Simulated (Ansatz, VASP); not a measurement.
# Cu5Mo in VASP and in Ansatz

```
Cu Mo
1.0
     0.00000    3.37220    3.37220
     3.37220    0.00000    3.37220
     3.37220    3.37220    0.00000
Cu Mo
5 1
Direct
  0.25000 0.25000 0.25000
  0.12831 0.62390 0.62390
  0.62390 0.62390 0.62390
  0.62390 0.62390 0.12831
  0.62390 0.12831 0.62390
  0.00000 0.00000 0.00000
```

Change from the starting cell: species swapped into the DyCu5 type (F-43m, No. 216).

Alike in both runs: task single point; functional PBE; k mesh 4 × 4 × 4; occupations gaussian, width 0.1 eV; no spin polarisation.

```csv
,VASP,Ansatz
version,VASP 6.6.1,Ansatz 0.2.0
potentials or method,"VASP PAW PBE potentials, release 64 (Cu, Mo_sv)","scalar-relativistic, plane waves, PAW"
plane-wave cutoff (eV),520,420
valence electrons in the cell,69,109
```

VASP gave:

| Property | Result |
| --- | --- |
| gap on the k mesh at the Fermi level (eV) | none |
| pressure (GPa) | 0.8 |
| rms of the force components (eV/Å) | 0.205 |

Problem. Which values does Ansatz return?

Solution. gap on the k mesh at the Fermi level (eV): none; pressure (GPa): 0.2; rms of the force components (eV/Å): 0.199.

Atom by atom the forces differ by 0.005 eV/Å (rms over components). A gap of «none» marks a metal or a gap that the smearing closes. The two sets of potentials don't hold the same shells in valence.

Caveats: the k mesh is coarse (spacing up to 0.40 Å⁻¹), so the values aren't converged.
